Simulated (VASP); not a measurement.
Level of theory: PBE GGA with D3 dispersion (zero damping), VASP's PBE PAW potentials (set 64) (plane waves; VASP).

The input files of a VASP run:

**INCAR**
```
! general
SYSTEM   =  GaP
PREC     =  Accurate
ENCUT    =  520
LREAL    =  F
LASPH    =  T

! electronic loop
EDIFF    =  1E-6
NELM     =  100
ALGO     =  Normal
LMAXMIX  =  4

! smearing
ISMEAR   =  0
SIGMA    =  0.05

! functional
GGA      =  PE
IVDW     =  11

! ions
IBRION   =  2
NSW      =  60
ISIF     =  3
EDIFFG   =  -0.01

! output
LWAVE    =  F
LCHARG   =  F
```

File KPOINTS:
```
K-points
0
Gamma
8 8 8
```

File POSCAR:
```
GaP
1
    0.0000000000     2.7250000000     2.7250000000
    2.7250000000     0.0000000000     2.7250000000
    2.7250000000     2.7250000000     0.0000000000
Ga P
1 1
Direct
  0.0000000000   0.0000000000   0.0000000000
  0.2500000000   0.2500000000   0.2500000000
```

POTCAR, in this order: Ga_d P (PBE.64 set). Program: vasp_std.

### Question
What will the output report for the number of irreducible k-points (NKPTS), largest plane-wave count, number of space-group operations, FFT grid (NGX, NGY, NGZ)?

### Answer

```json
{
  "number of irreducible k-points (NKPTS)": "29",
  "largest_plane_wave_count": "1106",
  "number_of_space_group_operations": "24",
  "FFT grid (NGX, NGY, NGZ)": "30 × 30 × 30"
}
```

The compound is GaP in the zinc blende structure. This run relaxes it. Symmetry was kept, so distortions that lower it aren't found.
